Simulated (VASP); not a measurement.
**WSe (relaxed from the CsCl type structure, space group Pm-3m): computed properties**

Computed with PBEsol GGA, VASP's PBE PAW potentials (set 64) (plane waves; VASP).

```
Quantity                                                                                                  Result
----------------------------------  ----------------------------------------------------------------------------
space group                                                                                          Pm-3m (221)
cell                                a = 3.1154 Å, b = 3.1154 Å, c = 3.1154 Å, α = 90.00°, β = 90.00°, γ = 90.00°
volume per atom                                                                                    15.12 Å³/atom
band gap (over mesh and band path)                                      none (metal, semimetal or under 0.01 eV)
density                                                                                              14.43 g/cm³
```

```
CELL_PARAMETERS angstrom
      3.11538     0.00000     0.00000
      0.00000     3.11538     0.00000
      0.00000     0.00000     3.11538
ATOMIC_POSITIONS crystal
  W  0.00000 0.00000 0.00000
  Se 0.50000 0.50000 0.50000
```

Unless said otherwise, spin-orbit coupling is left out, though it shifts the bands of the heavy elements here.

The structure was generated: WSe was put into the CsCl type type (Pm-3m), which need not be its known phase. It was relaxed first, which changed the volume by -39 %. Symmetry was kept, so distortions that lower it aren't found.
